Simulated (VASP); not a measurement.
All values below come from revTPSS meta-GGA, VASP's PBE PAW potentials (set 64) (plane waves; VASP 6.6.1).

The input files of a VASP run:

INCAR:
```
ALGO = Normal
EDIFF = 1E-6
EDIFFG = -0.01
ENCUT = 520
IBRION = 2
ISIF = 3
ISMEAR = 1
ISPIN = 2
LASPH = .TRUE.
LCHARG = .FALSE.
LMAXMIX = 4
LMIXTAU = .TRUE.
LORBIT = 10
LREAL = .FALSE.
LWAVE = .FALSE.
MAGMOM = 1.5 -1.5
METAGGA = RTPSS
NELM = 100
NSW = 60
PREC = Accurate
SIGMA = 0.1
SYSTEM = Cr
```

KPOINTS:
```
Automatic mesh
0
Gamma
11 11 11
0 0 0
```

File POSCAR:
```
Cr
1
    2.8800000000     0.0000000000     0.0000000000
    0.0000000000     2.8800000000     0.0000000000
    0.0000000000     0.0000000000     2.8800000000
Cr
2
Direct
  0.0000000000   0.0000000000   0.0000000000
  0.5000000000   0.5000000000   0.5000000000
```

POTCAR, in this order: Cr_pv (PBE.64 set). Program: vasp_std.

Energy and stress use the plane-wave basis of the starting cell.

**Question.** Predict the energy per atom (σ→0), cell moment, volume per atom, band gap (on the k-mesh).

**Answer.** 
```
Property                                                     Value
------------------------  ----------------------------------------
energy per atom (σ→0)                               -8.266 eV/atom
cell moment                                                0.00 μB
band gap (on the k-mesh)  none (metal, semimetal or under 0.01 eV)
volume per atom                                      11.42 Å³/atom
```

### OSZICAR
```
...
       N       E                     dE             d eps       ncg     rms          rms(c)
DAV:   1    -0.165329325467E+02   -0.62481E-03   -0.13339E-02  3664   0.178E+00    0.220E-01
DAV:   2    -0.165323159774E+02    0.61657E-03   -0.38679E-03  3824   0.743E-01    0.722E-02
DAV:   3    -0.165323366323E+02   -0.20655E-04   -0.41380E-05  4256   0.888E-02    0.411E-02
DAV:   4    -0.165323354058E+02    0.12264E-05   -0.19433E-06  2960   0.148E-02    0.166E-02
DAV:   5    -0.165323416341E+02   -0.62283E-05   -0.50594E-06  3776   0.250E-02    0.224E-03
DAV:   6    -0.165323413395E+02    0.29461E-06   -0.28581E-07  1792   0.649E-03
   6 F= -.16532341E+02 E0= -.16532395E+02  d E =-.451588E-05  mag=     0.0000
```

The compound is Cr in the bcc, AFM order structure. This run relaxes it. Symmetry was kept, so distortions that lower it aren't found.
